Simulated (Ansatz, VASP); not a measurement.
# Cu (generalised stacking fault on (111) of Cu): VASP beside Ansatz, part 2 of 2

Wanted: the spread between two codes on one cell, functional and k mesh. The cell is taken from a series of runs on this material, whose earlier steps may have relaxed, scaled, displaced or heated it; both programs get it as it stands.

VASP 6.6.1 and Ansatz 0.2.0.

So far: Starting point; Ansatz: single point, r2SCAN; VASP: single point, r2SCAN.

### Step 3. VASP: single point, r2SCAN (continued)

Level of this step: r2SCAN; plane waves and PAW (Cu) (VASP).

Numbers of over 12 decimals in the logs are rounded to 6 here.

From OUTCAR (step 3):

```text
ion  position               nearest neighbor table
   1  0.927  0.073  0.199-  12 2.49   2 2.57   2 2.57   2 2.57  12 2.62  12 2.62
   2  0.230  0.770  0.282-   3 2.57   3 2.57   3 2.57   1 2.57   1 2.57   1 2.57
   3  0.533  0.467  0.365-   2 2.57   2 2.57   2 2.57   4 2.57   4 2.57   4 2.57
   4  0.836  0.164  0.449-   3 2.57   3 2.57   3 2.57   5 2.57   5 2.57   5 2.57
   5  0.138  0.862  0.532-   6 2.57   6 2.57   6 2.57   4 2.57   4 2.57   4 2.57
   6  0.441  0.559  0.615-   7 2.57   5 2.57   5 2.57   5 2.57   7 2.57   7 2.57
   7  0.744  0.256  0.699-   6 2.57   6 2.57   6 2.57   8 2.57   8 2.57   8 2.57
   8  0.047  0.953  0.782-   9 2.57   9 2.57   9 2.57   7 2.57   7 2.57   7 2.57
   9  0.349  0.651  0.865-  10 2.57  10 2.57  10 2.57   8 2.57   8 2.57   8 2.57
  10  0.652  0.348  0.948-  11 2.57  11 2.57  11 2.57   9 2.57   9 2.57   9 2.57
  11  0.955  0.045  0.032-  10 2.57  10 2.57  10 2.57  12 2.57  12 2.57  12 2.57
  12  0.258  0.742  0.115-   1 2.49  11 2.57  11 2.57  11 2.57   1 2.62   1 2.62

  LATTYP: Found a base centered monoclinic cell.
 ALAT       =     4.4519509443
 B/A-ratio  =     0.5773525496
 C/A-ratio  =     5.6687211060
 COS(beta)  =    -0.0646822646

 Subroutine GETGRP returns: Found  2 space group operations
 (whereof  2 operations were pure point group operations)

The static configuration has the point symmetry C_1h.

 Found     43 irreducible k-points:

   k-points           NKPTS =     43   k-points in BZ     NKDIM =     43   number of bands    NBANDS=     81

   dimension x,y,z NGX =    20 NGY =   20 NGZ =  200
   dimension x,y,z NGXF=    40 NGYF=   40 NGZF=  400

   ENCUT  =  580.0 eV  42.63 Ry    6.53 a.u.   5.05  5.05 49.56*2*pi/ulx,y,z

   NELECT =     132.0000    total number of electrons

 k-points in reciprocal lattice and weights: Automatic mesh
   0.00000000  0.00000000  0.00000000       0.007
   0.08333333 -0.00000000  0.00000000       0.028
   0.16666667  0.00000000  0.00000000       0.028
   0.25000000  0.00000000  0.00000000       0.028
   0.33333333  0.00000000  0.00000000       0.028
   0.41666667  0.00000000  0.00000000       0.028
   0.50000000  0.00000000  0.00000000       0.014
   0.08333333  0.08333333  0.00000000       0.014
   0.16666667  0.08333333  0.00000000       0.028
[...]
-0.41666667  0.41666667  0.00000000       0.014
   0.50000000  0.50000000  0.00000000       0.007

 average (electrostatic) potential at core
       1 -69.4455       2 -69.4717       3 -69.4755       4 -69.4756       5 -69.4766
       6 -69.4771       7 -69.4768       8 -69.4768       9 -69.4753      10 -69.4747
      11 -69.4715      12 -69.4459

 E-fermi :   7.1455

 k-point     1 :       0.0000    0.0000    0.0000
  band No.  band energies     occupation
    ...
     68       5.4051      2.00000
     69       5.4141      2.00000
     70       5.4574      2.00000
     71       5.4704      2.00000
     72       6.2022      1.99984
     73      11.0818      0.00000
     74      12.7529      0.00000
     75      12.7635      0.00000
     76      16.0807      0.00000
     77      16.0863      0.00000
    ...

 k-point     2 :       0.0833   -0.0000    0.0000
  band No.  band energies     occupation
    ...
     68       5.4649      2.00000
     69       5.5637      2.00000
     70       6.1182      1.99993
     71       6.2483      1.99975
     72       7.0507      1.44129
     73      11.1487      0.00000
     74      12.8125      0.00000
     75      12.9868      0.00000
     76      16.1481      0.00000
     77      16.3719      0.00000
    ...

 k-point     3 :       0.1667    0.0000    0.0000
  band No.  band energies     occupation
    ...
     66       5.4832      2.00000
     67       5.5380      2.00000
     68       5.7717      2.00000
     69       6.1599      1.99990
     70       7.0228      1.54639
     71       7.3276      0.27862
     72       8.4006      0.00001
     73      11.3785      0.00000
     74      13.1705      0.00000
     75      13.5279      0.00000
    ...

  Total       -5.4895780     -5.5620717     -5.9069471     -0.0628057      0.1100038     -0.1905296
  in kB      -61.0397375    -61.8458094    -65.6805497     -0.6983495      1.2231546     -2.1185369
  external PRESSURE =     -62.8553655 kB  Pullay stress =       0.0000000 kB

  energy-cutoff  :      580.00
  volume of cell :      144.09
      direct lattice vectors                 reciprocal lattice vectors
     2.570340000  0.000000000  0.000000000     0.389053588  0.224618420 -0.014559469
    -1.285160000  2.225980000  0.000000000     0.000000000  0.449240335  0.014559450
     1.413680000 -0.816190000 25.184020000     0.000000000  0.000000000  0.039707719

 POSITION                                       TOTAL-FORCE (eV/Angst)
 -----------------------------------------------------------------------------------
      2.57034      0.00000      5.00356        -0.082020      0.047355      0.037597
      0.00003      1.48398      7.10315         0.003130     -0.001807      0.006668
      1.28519      0.74199      9.20023         0.000781     -0.000451     -0.000536
      2.57034      0.00000     11.29780        -0.003504      0.002023      0.001134
      0.00002      1.48398     13.39588        -0.001791      0.001034     -0.003323
      1.28519      0.74199     15.49371        -0.000279      0.000161      0.003897
      2.57031      0.00002     17.59154        -0.007663      0.004424      0.001206
     -0.00000      1.48399     19.68962        -0.009521      0.005497     -0.001966
      1.28516      0.74200     21.78745        -0.003372      0.001947      0.003005
      2.57031      0.00002     23.88503         0.004842     -0.002795      0.004122
      2.44181      0.07421      0.79833         0.011297     -0.006522     -0.014244
     -0.12852      1.55819      2.89767         0.088099     -0.050864     -0.037560
 -----------------------------------------------------------------------------------
    total drift:                                0.017550     -0.010131     -0.003415

  FREE ENERGIE OF THE ION-ELECTRON SYSTEM (eV)
  ---------------------------------------------------
  free  energy   TOTEN  =      -129.8051923028 eV

  energy  without entropy=     -129.6714852270  energy(sigma->0) =     -129.73833876

 total charge
# of ion       s       p       d       tot
------------------------------------------
    1        0.451   0.385   9.194  10.030
    2        0.451   0.387   9.191  10.030
    3        0.451   0.389   9.191  10.031
    4        0.452   0.388   9.191  10.031
    5        0.452   0.387   9.191  10.030
    6        0.452   0.388   9.191  10.031
    7        0.452   0.388   9.191  10.031
    8        0.452   0.387   9.192  10.031
    9        0.452   0.388   9.191  10.031
   10        0.452   0.389   9.190  10.031
   11        0.451   0.387   9.191  10.030
   12        0.451   0.385   9.194  10.030
--------------------------------------------------
tot          5.417   4.648 110.300 120.364

[... 3 further parts left out ...]
```

The run ends at a pressure of -6.29 GPa, with forces up to 0.11 eV/Å.

### Step 4. Comparison

Known differences besides the potentials themselves: VASP keeps PBE cores, Ansatz makes them for the functional; the data sets hold 228 valence electrons in Ansatz (on its default PAW (the set named soft_2) files) and 132 in VASP; the cutoff is 500 eV in Ansatz and 580 eV in VASP. Total energies have different zeros and are not compared.

Forces on 7 of the 12 atoms, those with the largest forces and the largest differences (eV/Å; atoms numbered as in POSCAR):

```tsv
atom	Ansatz x, y, z	VASP x, y, z
Cu1	-0.087, 0.050, 0.037	-0.082, 0.047, 0.038
Cu2	-0.004, 0.002, 0.011	0.003, -0.002, 0.007
Cu7	0.000, 0.000, -0.001	-0.008, 0.004, 0.001
Cu8	0.000, 0.000, 0.000	-0.010, 0.005, -0.002
Cu10	-0.001, 0.001, 0.003	0.005, -0.003, 0.004
Cu11	0.004, -0.002, -0.011	0.011, -0.007, -0.014
Cu12	0.087, -0.050, -0.037	0.088, -0.051, -0.038
```

The forces differ by 3.9 meV/Å r.m.s., which is 15.3 % of the r.m.s. force of 0.025 eV/Å (both taken over all components).

### Step 5. Outcome

- r.m.s. force difference (single point, r2SCAN): 3.9 meV/Å

In words: The r.m.s. force difference is 3.9 meV/Å (single point, r2SCAN), within the 12 meV/Å picked in this series as the mark of a large difference. The data sets hold unlike numbers of valence electrons (228 in Ansatz and 132 in VASP), so part of the differences comes from the potentials. Such differences can come from data sets, numerical settings and the points named under the comparisons, not from the functional's error against experiment.

[Lines on the potential files, build, host, timing and source positions are cut from VASP's logs without a mark.]

[Logs are printed without paths, hosts, clocks, repeated set-up lines and the standing remarks that a program may print on its own settings, such as how far it seeks lower states.]

[Hosts, paths, dates, database ids (printed as entryN), source tags and the programs' standing remarks are cut or masked in the printed files.]
